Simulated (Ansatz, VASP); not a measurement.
**KAl2As2: VASP beside Ansatz**

```
CELL_PARAMETERS angstrom
4.03125 0.00000 0.00000
-2.01563 3.49117 0.00000
0.00000 0.00000 9.67360
ATOMIC_POSITIONS crystal
K 0.33333 0.66667 0.50000
Al 0.33333 0.66667 0.85860
Al 0.33333 0.66667 0.14140
As 0.00000 0.00000 0.76910
As 0.00000 0.00000 0.23090
```

Alike in both runs: functional PBE; k mesh 6 × 6 × 2; occupations gaussian, width 0.1 eV; no spin polarisation.

Ansatz relaxed the structure, and its values are those at the end. VASP's run is a single point on that final structure, the one shown.

|  | VASP | Ansatz |
| --- | --- | --- |
| version | VASP 6.6.1 | Ansatz 0.2.0 |
| potentials or method | VASP PAW PBE potentials, release 64 (K_sv, Al, As) | scalar-relativistic, plane waves, PAW |
| plane-wave cutoff (eV) | 520 | 420 |
| valence electrons in the cell | 25 | 45 |

|  | VASP | Ansatz | Ansatz less VASP |
| --- | --- | --- | --- |
| gap on the k mesh at the Fermi level (eV) | none | none | - |
| pressure (GPa) | 0.0 | -0.1 | -0.09 |
| rms of the force components (eV/Å) | 0.004 | 0.007 | +0.0032 |

A gap of «none» marks a metal or a gap that the smearing closes. The two sets of potentials don't hold the same shells in valence.
